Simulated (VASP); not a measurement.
Data:

```xyz
2
Lattice="0.0000 2.0633 2.0633 2.0633 0.0000 2.0633 2.0633 2.0633 0.0000" Properties=species:S:1:pos:R:3 pbc="T T T"
Na     0.0000     0.0000     0.0000
F      2.0633     2.0633     2.0633
```

Method: LDA (Ceperley-Alder, Perdew-Zunger), VASP's LDA PAW potentials (set 64) (plane waves; VASP). Run with 620 eV cut-off, 11×11×11 Γ-centred mesh, Gaussian smearing of 0.050 eV, potentials Na_pv F.

**Question.** Predict the energy per atom (σ→0), pressure, band gap (on the k-mesh) with the smallest direct gap where there is one.

**Answer.** 
The band gap (on the k-mesh) is 8.29 eV, the smallest direct gap (on the k-mesh) is 8.29 eV and the energy per atom (σ→0) comes out as -4.469 eV/atom. The pressure comes out as 30.15 GPa.

Total energies compare only between runs with the same potentials, cut-off and functional.

The compound is NaF in the rock salt structure. It was relaxed first under an external pressure of 30 GPa.
